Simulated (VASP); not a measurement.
# Lattice of Mo, functional by functional, part 3 of 3

Aim: relax Mo at several levels of theory and compare the cells. The starting structure is a measured crystal structure from the Crystallography Open Database. The first relaxation on each setting starts from this cell expanded by 3 % in volume.

VASP 6.6.1.

Results so far: PBEsol 15.36 Å³ an atom; LDA 15.12 Å³ an atom; PBE 15.82 Å³ an atom; PBEsol + D3(BJ) 14.95 Å³ an atom; r2SCAN 15.69 Å³ an atom; r2SCAN + rVV10 15.60 Å³ an atom.

### 8. Relaxation with vdW-DF-cx

Level of this step: vdW-DF-cx; plane waves and PAW (Mo_sv) (VASP).

vdW-DF-cx takes its exchange from the same plasmon model as its correlation. This run starts from the cell of an earlier relaxation, which isn't shown; the restart sets up the plane waves anew.

Input file INCAR:

```
SYSTEM = Mo
PREC = Accurate
ENCUT = 450
EDIFF = 1E-06
NELM = 100
ISMEAR = 1
SIGMA = 0.15
LREAL = .FALSE.
ALGO = Normal
GGA = CX
AGGAC = 0
LUSE_VDW = .TRUE.
LASPH = .TRUE.
NBANDS = 13
LORBIT = 11
LWAVE = .FALSE.
LCHARG = .FALSE.
KPAR = 4
IBRION = 2
NSW = 50
ISIF = 3
EDIFFG = -0.006
```

Input file POSCAR:

```
Mo
1.0
   -1.5683096181      1.5683096181      1.5683096181
    1.5683096181     -1.5683096181      1.5683096181
    1.5683096181      1.5683096181     -1.5683096181
Mo
1
Direct
    0.0000000000      0.0000000000      0.0000000000
```

Input file KPOINTS:

```
Automatic mesh
0
Gamma
20 20 20
0 0 0
```

PAW data sets: Mo_sv (PBE family, release 64).

The run is started by

```sh
> mpirun -np 4 vasp_std
```

The log of the run:

```text
[banner, memory and clock lines left out]
running    4 mpi-ranks, on    1 nodes
[...]
[... a notice as in an earlier step ...]

 [... a notice as in an earlier step ...]

 LDA part: xc-table for (Slater+PW92), standard interpolation
 POSCAR, INCAR and KPOINTS ok, starting setup
[...]
entering main loop
       N       E                     dE             d eps       ncg     rms          rms(c)
DAV:   1     0.848017942462E+02    0.84802E+02   -0.75331E+03  6819   0.998E+02
DAV:   2    -0.809874207460E+01   -0.92901E+02   -0.89308E+02  7696   0.291E+02
DAV:   3    -0.909438948026E+01   -0.99565E+00   -0.99383E+00  7341   0.299E+01
DAV:   4    -0.909652502850E+01   -0.21355E-02   -0.21355E-02  7581   0.169E+00
[...]
DAV:   9    -0.840846129984E+01   -0.58433E-04   -0.89563E-05  7756   0.113E-01    0.883E-02
DAV:  10    -0.840847150827E+01   -0.10208E-04   -0.14394E-05  6931   0.440E-02    0.570E-03
DAV:  11    -0.840847169011E+01   -0.18185E-06   -0.10833E-07  4138   0.367E-03
[...]
DAV:   1    -0.840902374173E+01   -0.55223E-03   -0.11994E-02  6756   0.145E+00    0.273E-01
DAV:   2    -0.840848484651E+01    0.53890E-03   -0.83091E-04  6701   0.362E-01    0.457E-02
DAV:   3    -0.840844563468E+01    0.39212E-04   -0.12195E-04  6981   0.136E-01    0.414E-02
DAV:   4    -0.840845128053E+01   -0.56459E-05   -0.30075E-06  6824   0.179E-02    0.156E-03
DAV:   5    -0.840845129818E+01   -0.17651E-07   -0.16039E-07  3463   0.504E-03
   2 F= -.84084513E+01 E0= -.84083219E+01  d E =0.203919E-04
 trial-energy change:    0.000020  1 .order    0.000021   -0.000023    0.000065
 step:   0.2585(harm=  0.2585)  dis= 0.00000  next Energy=    -8.408475 (dE=-0.292E-05)
[...]
N       E                     dE             d eps       ncg     rms          rms(c)
DAV:   1    -0.840879024771E+01   -0.33897E-03   -0.65941E-03  6761   0.108E+00    0.201E-01
DAV:   2    -0.840849620640E+01    0.29404E-03   -0.45941E-04  6696   0.268E-01    0.339E-02
DAV:   3    -0.840847424541E+01    0.21961E-04   -0.66641E-05  6961   0.101E-01    0.302E-02
DAV:   4    -0.840847486437E+01   -0.61897E-06   -0.16375E-06  6063   0.133E-02
   3 F= -.84084749E+01 E0= -.84083475E+01  d E =-.317426E-05
[...]
reached required accuracy - stopping structural energy minimisation
```

Run time: 22 s. Hardware: 4 MPI ranks of Intel Xeon 6975P-C (Granite Rapids), shared host; peak memory 1 GiB.

From OUTCAR (step 8):

```text
  Total        0.0046609      0.0046609      0.0046609      0.0000000      0.0000000     -0.0000000
  in kB        0.4842039      0.4842039      0.4842039      0.0000000      0.0000000     -0.0000000
  external PRESSURE =       0.4842039 kB  Pullay stress =       0.0000000 kB

 POSITION                                       TOTAL-FORCE (eV/Angst)
 -----------------------------------------------------------------------------------
      0.00000      0.00000     -0.00000        -0.000000     -0.000000     -0.000000
 -----------------------------------------------------------------------------------
    total drift:                               -0.000000     -0.000000      0.000000

  FREE ENERGIE OF THE ION-ELECTRON SYSTEM (eV)
  ---------------------------------------------------
  free  energy   TOTEN  =        -8.4084748644 eV

  energy  without entropy=       -8.4080928677  energy(sigma->0) =       -8.40834753

[... 2 parts as in an earlier step ...]

[... 2 further parts left out ...]
[key lines of the parts left out:]
E-fermi :  12.7208
```

With vdW-DF-cx the relaxed cell holds 15.422 Å³ an atom, -0.95 % against the measured cell, with a = 3.136 Å. That is +0.44 % from PBEsol.

### 9. Relaxation with TPSS

TPSS is an older meta-GGA. This run starts from the cell of an earlier relaxation, which isn't shown; the restart sets up the plane waves anew.

INCAR: that of step 8 with these lines changed.

```diff
@@ -9,5 +9,3 @@
 ALGO = Normal
-GGA = CX
-AGGAC = 0
-LUSE_VDW = .TRUE.
+METAGGA = TPSS
 LASPH = .TRUE.
```

Input file POSCAR:

```
Mo
1.0
   -1.5762800072      1.5762800072      1.5762800072
    1.5762800072     -1.5762800072      1.5762800072
    1.5762800072      1.5762800072     -1.5762800072
Mo
1
Direct
    0.0000000000      0.0000000000      0.0000000000
```

KPOINTS is that of step 8.

The run is started by

```sh
> mpirun -np 4 vasp_std
```

The log of the run:

```text
[... set-up lines as in an earlier step ...]
 entering main loop
       N       E                     dE             d eps       ncg     rms          rms(c)
DAV:   1     0.165962066409E+03    0.16596E+03   -0.93074E+03  7944   0.176E+03
DAV:   2     0.554789765361E+02   -0.11048E+03   -0.10142E+03  8311   0.367E+02
DAV:   3     0.519325012495E+02   -0.35465E+01   -0.34869E+01  8681   0.839E+01
DAV:   4     0.518788500477E+02   -0.53651E-01   -0.53632E-01  8180   0.112E+01
[...]
DAV:  11    -0.196241274752E+02    0.22910E-04   -0.11934E-03  7616   0.367E-01    0.222E-01
DAV:  12    -0.196238933624E+02    0.23411E-03   -0.49987E-04  6916   0.279E-01    0.957E-03
DAV:  13    -0.196238942077E+02   -0.84526E-06   -0.61567E-06  7233   0.296E-02
   1 F= -.19623894E+02 E0= -.19623823E+02  d E =-.196239E+02
[...]
2 F= -.19623831E+02 E0= -.19623754E+02  d E =0.635584E-04
[...]
3 F= -.19623890E+02 E0= -.19623818E+02  d E =0.374483E-05
[...]
4 F= -.19623892E+02 E0= -.19623820E+02  d E =0.241007E-05
[...]
reached required accuracy - stopping structural energy minimisation
```

The job ended after 51 s (4 MPI ranks; peak memory 0.61 GiB; 3.4 min of CPU time).

OUTCAR, selected parts (step 9):

```text
  Total        0.0031073      0.0031073      0.0031073      0.0000000     -0.0000000      0.0000000
  in kB        0.3178474      0.3178474      0.3178474      0.0000000     -0.0000000      0.0000000
  external PRESSURE =       0.3178474 kB  Pullay stress =       0.0000000 kB

 POSITION                                       TOTAL-FORCE (eV/Angst)
 -----------------------------------------------------------------------------------
     -0.00000      0.00000      0.00000         0.000000     -0.000000      0.000000
 -----------------------------------------------------------------------------------
    total drift:                                0.000000      0.000000      0.000000

  FREE ENERGIE OF THE ION-ELECTRON SYSTEM (eV)
  ---------------------------------------------------
  free  energy   TOTEN  =       -19.6238917976 eV

  energy  without entropy=      -19.6236759799  energy(sigma->0) =      -19.62381986

[... 2 parts as in an earlier step ...]

[... 2 further parts left out ...]
[key lines of the parts left out:]
E-fermi :  12.6070
```

With TPSS the relaxed cell holds 15.663 Å³ an atom, +0.60 % against the measured cell, with a = 3.152 Å. That is +2.00 % from PBEsol.

### 10. All runs side by side

```tsv
level	volume (Å³/atom)	against the measured cell (%)	a (Å)	pressure left (GPa)	core minutes
PBEsol	15.355	-1.38	3.1316	0.04	1.87
LDA	15.122	-2.87	3.1157	0.01	1.88
PBE	15.819	1.6	3.1628	-0.05	0.76
PBEsol + D3(BJ)	14.95	-3.98	3.1038	0.06	1.96
r2SCAN	15.693	0.79	3.1543	0.03	6.07
r2SCAN + rVV10	15.604	0.22	3.1484	0.03	8.67
vdW-DF-cx	15.422	-0.95	3.1361	0.05	3.73
TPSS	15.663	0.6	3.1523	0.03	7.53
```

Core minutes are wall time times ranks, summed over the relaxations behind a row (those for a bulk modulus apart), on shared hosts.

### 11. Summary of results

```yaml
volume_pbesol: 15.36 Å³/atom
volume_lda: 15.12 Å³/atom
volume_pbe: 15.82 Å³/atom
volume_pbesol_d3_bj: 14.95 Å³/atom
volume_r2scan: 15.69 Å³/atom
volume_r2scan_rvv10: 15.60 Å³/atom
volume_vdw_df_cx: 15.42 Å³/atom
volume_tpss: 15.66 Å³/atom
```

What this shows: Across 8 levels the volume of Mo spans 5.8 %, from 14.95 Å³ an atom (PBEsol + D3(BJ)) to 15.82 Å³ (PBE). Against the measured volume of the starting structure, r2SCAN + rVV10 comes nearest (+0.2 %) and PBEsol + D3(BJ) lies farthest (-4.0 %). The measured cell holds zero-point expansion and, unless it was taken cold, thermal expansion, which the runs lack, so small differences decide nothing. Adding D3(BJ) to PBEsol changes the volume by -2.6 %. Adding rVV10 to r2SCAN changes the volume by -0.6 %. All runs keep the symmetry of the start, so they can't find a distortion of lower symmetry. Further runs on this material are not shown.

[Lines on the potential files, build, host, timing and source positions are cut from VASP's logs without a mark.]

[Logs are printed without paths, hosts, clocks, repeated set-up lines and the standing remarks that a program may print on its own settings, such as how far it seeks lower states.]

[Hosts, paths, dates, database ids (printed as entryN), source tags and the programs' standing remarks are cut or masked in the printed files.]
